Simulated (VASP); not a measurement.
```
AgBr
1.0
    0.00000     2.94270     2.94270
    2.94270     0.00000     2.94270
    2.94270     2.94270     0.00000
Ag Br
1 1
Direct
  0.00000   0.00000   0.00000
  0.50000   0.50000   0.50000
```
Cell charge +0.5.

Level of theory: PBE GGA, VASP's PBE PAW potentials (set 64) (plane waves; VASP). Settings: NELECT = 17.5, 400 eV cut-off, 7×7×7 Γ-centred mesh, Gaussian smearing of 0.050 eV, potentials Ag Br.

The cell is charged, with a uniform compensating background.

### Question
Estimate the energy per atom (σ→0), pressure, band gap (on the k-mesh) with the smallest direct gap where there is one.

### Answer

```json
{
  "band gap (on the k-mesh)": "none (metal, semimetal or under 0.01 eV)",
  "energy per atom (σ→0)": "-3.104 eV/atom",
  "pressure": "-18.27 GPa"
}
```

Only differences to runs with the same potentials and settings are physical.

The compound is AgBr in the rock salt structure. The cell was not relaxed at this level. The run is one of a series of settings (NELECT = 17.5 against the base run), some of them coarse on purpose.
